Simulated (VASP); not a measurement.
Wanted: the native input for a VASP 6.6.1 run.

- Task: Born charges and dielectric tensor
- Functional: LDA
- Potentials or basis: VASP PAW LDA potentials, release 64 (Zn, S)
- Cutoff: 350 eV
- k mesh: 10 × 10 × 10
- Occupations: gaussian, width 0.02 eV
- Spin: no spin polarisation
- Further INCAR settings: ALGO = Fast; EDIFF = 1e-08; IBRION = 8; NSW = 1

The structure of ZnS lies in POSCAR:

```
ZnS
1.0
    0.0000000000      2.6509500000      2.6509500000
    2.6509500000      0.0000000000      2.6509500000
    2.6509500000      2.6509500000      0.0000000000
Zn S
1 1
Direct
    0.0000000000      0.0000000000      0.0000000000
    0.7500000000      0.7500000000      0.7500000000
```

The cell is a database's computed one.

These files were run (other wordings do the same):

INCAR

```
ALGO     = Fast           # electronic algorithm
EDIFF    = 1E-8           # SCF threshold, eV
ENCUT    = 350            # plane-wave cutoff, eV
IBRION   = 8              # ionic algorithm
ISIF     = 2              # what is computed and relaxed
ISMEAR   = 0              # smearing method
LASPH    = True           # aspherical terms in the spheres
LCHARG   = False          # write CHGCAR
LEPSILON = True           # dielectric tensor by DFPT
LREAL    = False          # projectors in reciprocal space
LWAVE    = False          # write WAVECAR
NELM     = 60             # most SCF steps
NSW      = 1              # ionic steps
PREC     = Accurate       # precision mode
SIGMA    = 0.02           # smearing width, eV
```

KPOINTS

```
k-points
0
Gamma
  10 10 10
```

Potentials or basis: VASP PAW LDA potentials, release 64 (Zn, S).

Command:

```bash
$ cat potpaw_LDA.64/Zn/POTCAR potpaw_LDA.64/S/POTCAR > POTCAR
$ mpirun -np 1 vasp_std > vasp.out
```

Results of the run:

```yaml
Band_gap_on_the_k_mesh: 2.14 eV, direct
Electronic_dielectric_tensor_diagonal: 6.15
Born_charges_mean_of_the_diagonal: Zn +1.92; S -1.92 e
Highest_phonon_frequency_at_Γ_LO-TO_splitting_left_out: 290 cm⁻¹
```

Wall time 3.6 min on 1 thread of Intel(R) Xeon(R) Platinum 8488C (Sapphire Rapids), on a shared host, peak memory 0.23 GiB.
